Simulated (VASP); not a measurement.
## A VASP study of Zn3SbP (PBE): structure first, properties next

Wanted: the relaxed cell of Zn3SbP and its properties. The steps: rough relaxation of the start cell, relaxing cell and atoms (PBE), single point with fields (PBE), bands along the symmetry lines (PBE), density of states (PBE), field gradients at the nuclei (PBE) and band structure (TB-mBJ). The cell is invented: it takes the structure of a Materials Project entry for Ca3SbP (space group 221 there), with some of its atoms replaced by other elements, volume scaled by an estimate. It may not be a known or stable phase. Left out of this account: 1 further run (relaxation: a spoilt try).

Program: VASP 6.6.1. Level of theory: PBE; plane waves and PAW (Sb, Zn, P), in the first sound run; inputs show where later runs differ. Results are calculated unless marked as measured.

## Step 1: Set-up

Before any relaxation, the start is as follows. The structure is cubic, space group Pm-3m (No. 221). Conventional cell: a = 4.953 Å, b = 4.953 Å, c = 4.953 Å, α = 90.00°, β = 90.00°, γ = 90.00°. Sb has 12 Zn at 3.50 Å nearest. Nearest to Zn lie 2 P at 2.48 Å. Nearest to P lie 6 Zn at 2.48 Å. It derives from Ca3SbP. it takes the structure of a Materials Project entry for Ca3SbP (space group 221 there), with some of its atoms replaced by other elements, volume scaled by an estimate. Farther neighbours are not listed.

Structure file:

```xyz
5
Lattice="4.9533 0.0000 0.0000 0.0000 4.9533 0.0000 0.0000 0.0000 4.9533" Properties=species:S:1:pos:R:3 pbc="T T T"
Sb    0.0000    0.0000    0.0000
Zn    0.0000    2.4766    2.4766
Zn    2.4766    0.0000    2.4766
Zn    2.4766    2.4766    0.0000
P     2.4766    2.4766    2.4766
```

## Step 2: Rough relaxation of the start cell

The start is only an estimate, so a cheap relaxation brings it near a minimum before any careful run. PBE, the usual starting point, adds the gradient of the density.

The input, INCAR:

```
SYSTEM = Zn3SbP
PREC = Normal
ENCUT = 400
EDIFF = 1E-05
NELM = 60
ISMEAR = -1
SIGMA = 0.05
LREAL = .FALSE.
ALGO = Fast
GGA = PE
NBANDS = 29
LORBIT = 11
LWAVE = .FALSE.
LCHARG = .FALSE.
KPAR = 2
IBRION = 2
NSW = 40
ISIF = 3
EDIFFG = -0.04
```

The input, POSCAR:

```
Zn3SbP
1.0
    4.9532850000      0.0000000000      0.0000000000
    0.0000000000      4.9532850000      0.0000000000
    0.0000000000      0.0000000000      4.9532850000
Sb Zn P
1 3 1
Direct
    0.0000000000      0.0000000000      0.0000000000
    0.0000000000      0.5000000000      0.5000000000
    0.5000000000      0.0000000000      0.5000000000
    0.5000000000      0.5000000000      0.0000000000
    0.5000000000      0.5000000000      0.5000000000
```

The input, KPOINTS:

```
Automatic mesh
0
Gamma
4 4 4
0 0 0
```

The projector-augmented-wave data sets are Sb, Zn and P (PBE family, release 64).

Launch:

```console
> mpirun -np 2 vasp_std
```

What it wrote:

```text
[banner, memory and clock lines left out]
running    2 mpi-ranks, on    1 nodes
 distrk:  each k-point on    1 cores,    2 groups
 distr:  one band on    1 cores,    1 groups

 POSCAR found type information on POSCAR SbZnP
 POSCAR found :  3 types and       5 ions
 LDA part: xc-table for (Slater+PW92), standard interpolation
 POSCAR, INCAR and KPOINTS ok, starting setup
 FFT: planning ... GRIDC
 FFT: planning ... GRID_SOFT
 FFT: planning ... GRID
 WAVECAR not read
 entering main loop
       N       E                     dE             d eps       ncg     rms          rms(c)
DAV:   1     0.236560740016E+03    0.23656E+03   -0.18260E+04   580   0.151E+03
DAV:   2     0.479606573904E+01   -0.23176E+03   -0.22642E+03   595   0.327E+02
DAV:   3    -0.115499335703E+02   -0.16346E+02   -0.16008E+02   676   0.919E+01
DAV:   4    -0.119272806125E+02   -0.37735E+00   -0.37370E+00   655   0.130E+01
DAV:   5    -0.119336018510E+02   -0.63212E-02   -0.63191E-02   669   0.162E+00    0.609E+00
RMM:   6    -0.111646057263E+02    0.76900E+00   -0.25207E+00   580   0.120E+01    0.468E+00
RMM:   7    -0.111236719021E+02    0.40934E-01   -0.39880E-01   580   0.516E+00    0.186E+00
RMM:   8    -0.111218894751E+02    0.17824E-02   -0.70917E-02   592   0.145E+00    0.864E-01
RMM:   9    -0.111203517434E+02    0.15377E-02   -0.20381E-02   580   0.136E+00    0.175E-01
RMM:  10    -0.111200070741E+02    0.34467E-03   -0.41822E-03   584   0.460E-01    0.103E-01
RMM:  11    -0.111201748648E+02   -0.16779E-03   -0.15632E-03   582   0.214E-01    0.473E-02
RMM:  12    -0.111201646579E+02    0.10207E-04   -0.43725E-04   580   0.169E-01    0.950E-03
RMM:  13    -0.111201655145E+02   -0.85660E-06   -0.85862E-05   508   0.620E-02
   1 F= -.11120166E+02 E0= -.11087149E+02  d E =-.111202E+02
 curvature:   0.00 expect dE= 0.000E+00 dE for cont linesearch  0.000E+00
 trial: gam= 0.00000 g(F)=  0.000E+00 g(S)=  0.566E+00 ort = 0.000E+00 (trialstep = 0.100E+01)
 search vector abs. value=  0.566E+00
 bond charge predicted
       N       E                     dE             d eps       ncg     rms          rms(c)
DAV:   1    -0.222073903614E+02   -0.11087E+02   -0.12527E+02   653   0.142E+02    0.261E+01
RMM:   2    -0.138021500041E+02    0.84052E+01   -0.88921E+01   596   0.989E+01    0.109E+01
RMM:   3    -0.118054894983E+02    0.19967E+01   -0.10427E+01   580   0.325E+01    0.416E+00
RMM:   4    -0.115527818052E+02    0.25271E+00   -0.64635E-01   580   0.575E+00    0.229E+00
RMM:   5    -0.114935487296E+02    0.59233E-01   -0.14759E-01   581   0.284E+00    0.923E-01
RMM:   6    -0.114828556586E+02    0.10693E-01   -0.38336E-02   580   0.115E+00    0.209E-01
RMM:   7    -0.114834184844E+02   -0.56283E-03   -0.52387E-03   585   0.544E-01    0.133E-01
RMM:   8    -0.114835851137E+02   -0.16663E-03   -0.18999E-03   598   0.344E-01    0.860E-02
RMM:   9    -0.114835473025E+02    0.37811E-04   -0.58258E-04   578   0.224E-01    0.207E-02
RMM:  10    -0.114835589669E+02   -0.11664E-04   -0.17275E-04   509   0.811E-02    0.131E-02
RMM:  11    -0.114835601729E+02   -0.12059E-05   -0.16622E-05   342   0.324E-02
   2 F= -.11483560E+02 E0= -.11460477E+02  d E =-.363395E+00
[...]
3 F= -.11490716E+02 E0= -.11468570E+02  d E =-.370550E+00
[...]
4 F= -.11479452E+02 E0= -.11458981E+02  d E =-.359286E+00
 curvature:  -0.73 expect dE=-0.209E-01 dE for cont linesearch -0.209E-01
 ZBRENT: bracketing found
 ZBRENT: interpolating
 opt :   1.1739  next Energy=   -11.492209 (dE=-0.372E+00)
 bond charge predicted
       N       E                     dE             d eps       ncg     rms          rms(c)
DAV:   1    -0.117392461565E+02   -0.25980E+00   -0.35147E+00   645   0.292E+01    0.357E+00
RMM:   2    -0.115236995452E+02    0.21555E+00   -0.89288E-01   580   0.100E+01    0.133E+00
RMM:   3    -0.115000538148E+02    0.23646E-01   -0.17813E-02   580   0.919E-01    0.671E-01
RMM:   4    -0.114914784874E+02    0.85753E-02   -0.86041E-03   580   0.477E-01    0.160E-01
RMM:   5    -0.114910943603E+02    0.38413E-03   -0.20557E-03   580   0.460E-01    0.584E-02
RMM:   6    -0.114910886741E+02    0.56861E-05   -0.49870E-04   599   0.172E-01    0.253E-02
RMM:   7    -0.114911017953E+02   -0.13121E-04   -0.13851E-04   555   0.115E-01    0.179E-02
RMM:   8    -0.114911021333E+02   -0.33802E-06   -0.75444E-05   510   0.714E-02
   5 F= -.11491102E+02 E0= -.11469456E+02  d E =-.370937E+00
 curvature:  -0.05 expect dE=-0.238E-05 dE for cont linesearch -0.238E-05
 trial: gam=-0.00888 g(F)=  0.377E-64 g(S)=  0.454E-04 ort = 0.507E-02 (trialstep = 0.103E+01)
 search vector abs. value=  0.375E-08
 reached required accuracy - stopping structural energy minimisation
```

It took 18 s on 2 MPI ranks of Intel Xeon Platinum 8259CL at 2.50GHz (Skylake/Cascade Lake), shared host; peak memory 0.29 GiB.

The logs omit lines about the potential files and the build; timing stands in the text.

From OUTCAR (step 2):

```text
ion  position               nearest neighbor table
   1  0.000  0.000  0.000-
   2  0.000  0.500  0.500-   5 2.48   5 2.48
   3  0.500  0.000  0.500-   5 2.48   5 2.48
   4  0.500  0.500  0.000-   5 2.48   5 2.48
   5  0.500  0.500  0.500-   2 2.48   3 2.48   4 2.48   4 2.48   3 2.48   2 2.48

  LATTYP: Found a simple cubic cell.
 ALAT       =     4.9532850000

 Subroutine GETGRP returns: Found 48 space group operations
 (whereof 48 operations were pure point group operations)

The static configuration has the point symmetry O_h .

 Found     10 irreducible k-points:

   k-points           NKPTS =     10   k-points in BZ     NKDIM =     10   number of bands    NBANDS=     29

   dimension x,y,z NGX =    24 NGY =   24 NGZ =   24
   dimension x,y,z NGXF=    48 NGYF=   48 NGZF=   48

   ENCUT  =  400.0 eV  29.40 Ry    5.42 a.u.   8.08  8.08  8.08*2*pi/ulx,y,z

   NELECT =      46.0000    total number of electrons

 k-points in reciprocal lattice and weights: Automatic mesh
   0.00000000  0.00000000  0.00000000       0.016
   0.25000000  0.00000000  0.00000000       0.094
   0.50000000  0.00000000  0.00000000       0.047
   0.25000000  0.25000000  0.00000000       0.188
   0.50000000  0.25000000  0.00000000       0.188
   0.50000000  0.50000000  0.00000000       0.047
   0.25000000  0.25000000  0.25000000       0.125
   0.50000000  0.25000000  0.25000000       0.188
   0.50000000  0.50000000  0.25000000       0.094
   0.50000000  0.50000000  0.50000000       0.016

 average (electrostatic) potential at core
       1 -88.0249       2 -35.8340       3 -35.8340       4 -35.8340       5 -85.1428

 E-fermi :   3.9215

 k-point     1 :       0.0000    0.0000    0.0000
  band No.  band energies     occupation
    ...
     18      -0.4041      2.00000
     19      -0.4041      2.00000
     20      -0.4041      2.00000
     21       2.5198      2.00000
     22       2.5198      2.00000
     23       4.0814      0.07853
     24       4.0814      0.07853
     25       4.0814      0.07853
     26       4.7233      0.00000
     27       9.2250      0.00000
    ...

 k-point     2 :       0.2500    0.0000    0.0000
  band No.  band energies     occupation
    ...
     20      -0.0667      2.00000
     21       2.0255      2.00000
     22       2.7238      2.00000
     23       3.8065      1.81765
     24       3.8065      1.81765
     25       4.7935      0.00000
     26       6.8824      0.00000
     27       7.4057      0.00000
     28       8.1757      0.00000
     29       8.1757      0.00000

 k-point     3 :       0.5000    0.0000    0.0000
  band No.  band energies     occupation
    ...
     20       0.3346      2.00000
     21       1.0918      2.00000
     22       2.9926      2.00000
     23       3.3740      1.99996
     24       3.3740      1.99996
     25       6.3500      0.00000
     26       7.7007      0.00000
     27       8.4244      0.00000
     28       8.4727      0.00000
     29       8.4727      0.00000

  Total       -0.0396215     -0.0396215     -0.0396215     -0.0000000     -0.0000000      0.0000000
  in kB       -0.6094092     -0.6094092     -0.6094092     -0.0000000     -0.0000000      0.0000000
  external PRESSURE =      -0.6094092 kB  Pullay stress =       0.0000000 kB

  energy-cutoff  :      400.00
  volume of cell :      104.17
      direct lattice vectors                 reciprocal lattice vectors
     4.705193496  0.000000000  0.000000000     0.212531111  0.000000000 -0.000000000
    -0.000000000  4.705193496  0.000000000    -0.000000000  0.212531111  0.000000000
     0.000000000  0.000000000  4.705193496    -0.000000000 -0.000000000  0.212531111

 POSITION                                       TOTAL-FORCE (eV/Angst)
 -----------------------------------------------------------------------------------
      0.00000      0.00000      0.00000        -0.000000      0.000000      0.000000
     -0.00000      2.35260      2.35260         0.000000      0.000000      0.000000
      2.35260      0.00000      2.35260        -0.000000      0.000000      0.000000
      2.35260      2.35260      0.00000        -0.000000      0.000000      0.000000
      2.35260      2.35260      2.35260         0.000000      0.000000      0.000000
 -----------------------------------------------------------------------------------
    total drift:                                0.000000     -0.000000     -0.000000

  FREE ENERGIE OF THE ION-ELECTRON SYSTEM (eV)
  ---------------------------------------------------
  free  energy   TOTEN  =       -11.4911021333 eV

  energy  without entropy=      -11.4478092012  energy(sigma->0) =      -11.46945567

 reached required accuracy - stopping structural energy minimisation

 total charge
# of ion       s       p       d       tot
------------------------------------------
    1        1.183   1.172   0.013   2.367
    2        0.591   0.331   9.764  10.686
    3        0.591   0.331   9.764  10.686
    4        0.591   0.331   9.764  10.686
    5        1.050   1.490   0.000   2.540
--------------------------------------------------
tot          4.006   3.654  29.306  36.966

[... 3 further parts left out ...]
```

CONTCAR:

```
Zn3SbP
   1.00000000000000
     4.7051934959214146    0.0000000000000000    0.0000000000000000
    -0.0000000000000000    4.7051934959214146    0.0000000000000000
     0.0000000000000000    0.0000000000000000    4.7051934959214146
  Sb              Zn              P
     1     3     1
Direct
     0.0000000000000000    0.0000000000000000    0.0000000000000000
     0.0000000000000000    0.5000000000000000    0.5000000000000000
     0.5000000000000000    0.0000000000000000    0.5000000000000000
     0.5000000000000000    0.5000000000000000    0.0000000000000000
     0.5000000000000000    0.5000000000000000    0.5000000000000000
```

The k-mesh is coarse for a metal. This relaxation is a rough one on cheap settings, only to bring the start near its minimum. After so large a change of volume the plane waves of the start cell no longer fit, so the final stress carries a basis-set error. The run keeps the 48 symmetry operations of its start, so it cannot find a distortion of lower symmetry.

The steps of the relaxation:

```csv
step,energy less that of the first step (eV),largest force (eV/Å),pressure (GPa),volume (Å³)
1,0.0000,0.0000,-5.83,121.53
2,-0.3634,0.0000,-0.98,106.63
3,-0.3706,0.0000,-0.58,105.04
4,-0.3593,0.0000,1.56,101.90
5,-0.3709,0.0000,-0.06,104.17
```

```csv
"conventional cell, symmetrised",before,after,change
a (Å),4.953,4.705,-5.0 %
b (Å),4.953,4.705,-5.0 %
c (Å),4.953,4.705,-5.0 %
volume (Å³/atom),24.31,20.83,-14.3 %
```

Final coordinates:

```cif
data_structure
_symmetry_space_group_name_H-M 'P 1'
_symmetry_Int_Tables_number 1
_cell_length_a 4.7052
_cell_length_b 4.7052
_cell_length_c 4.7052
_cell_angle_alpha 90.000
_cell_angle_beta 90.000
_cell_angle_gamma 90.000
_cell_volume 104.17
loop_
_atom_site_label
_atom_site_type_symbol
_atom_site_fract_x
_atom_site_fract_y
_atom_site_fract_z
_atom_site_occupancy
Sb1 Sb 0.00000 0.00000 0.00000 1
Zn2 Zn 0.00000 0.50000 0.50000 1
Zn3 Zn 0.50000 0.00000 0.50000 1
Zn4 Zn 0.50000 0.50000 0.00000 1
P5 P 0.50000 0.50000 0.50000 1
```

This step gave:

```yaml
electrons: 46
bands: 29
irreducible_k_points: 10
symmetry_operations: 48
free_energy_toten: -11.49 eV
energy_at_zero_smearing: -11.47 eV
fermi_energy: 3.921 eV
pressure: -0.06094 GPa
metallic: yes
scf_cycles_over_all_ionic_steps: 47
```

It ends with forces that vanish by symmetry and a pressure of -0.06 GPa.

[end of part 1 of 4]

[Lines on the potential files, build, host, timing and source positions are cut from VASP's logs without a mark.]

[Logs are printed without paths, hosts, clocks, repeated set-up lines and the standing remarks that a program may print on its own settings, such as how far it seeks lower states.]

[Hosts, paths, dates, database ids (printed as entryN), source tags and the programs' standing remarks are cut or masked in the printed files.]

[A measured line is paired with the nearest computed mode of its activity, which favours agreement.]
